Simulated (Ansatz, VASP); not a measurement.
## Sn2Ir in VASP and in Ansatz

```
Sn Ir
1.0
     0.00000    3.21070    3.21070
     3.21070    0.00000    3.21070
     3.21070    3.21070    0.00000
Sn Ir
2 1
Cartesian
  1.6054 1.6054 1.6054
  4.8161 4.8161 4.8161
  0.0000 0.0000 0.0000
```

Change from the starting cell: volume scaled by 1.04, crystal datasets.

Alike in both runs: task electric field gradients; functional LDA; k mesh 10 × 10 × 10; occupations fermi-dirac, width 0.03 eV; no spin polarisation.

|  | VASP | Ansatz |
| --- | --- | --- |
| version | VASP 6.6.1 | Ansatz 0.2.0 |
| potentials or method | VASP PAW LDA potentials, release 64 (Sn_d, Ir), cutoff 520 eV | all-electron PAW with datasets made for the crystal, scalar-relativistic |

|  | VASP | Ansatz | Ansatz less VASP |
| --- | --- | --- | --- |
| pressure (GPa) | -6.3 | -6.5 | -0.24 |
| Vzz of the field gradient on the site that differs most (V/Å²) | 0.0 | 0.0 | 0.00 |

Ansatz ran all-electron here, so the differences hold the error of VASP's frozen core and of both bases. Ansatz warned: «gradients_without_spin_orbit».

The runs have no spin-orbit coupling, so splittings on Ir are missing.
